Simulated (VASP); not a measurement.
Computed with LDA (Ceperley-Alder, Perdew-Zunger), VASP's LDA PAW potentials (set 64) (plane waves; VASP). Each cell was relaxed at this level.

Question: Which of these has an unstable (imaginary) mode at Γ?
A. BaO2, Cmmm (65)
B. BaSrO2, P4/mmm (123)
C. Li3BrO, Pm-3m (221)
D. BP, F-43m (216)

Answer: B, BaSrO2, P4/mmm (123). Its optical Γ-point modes are 100i, 22 (×2), 104 (×2), 170, 238 (×2), 300 cm⁻¹.
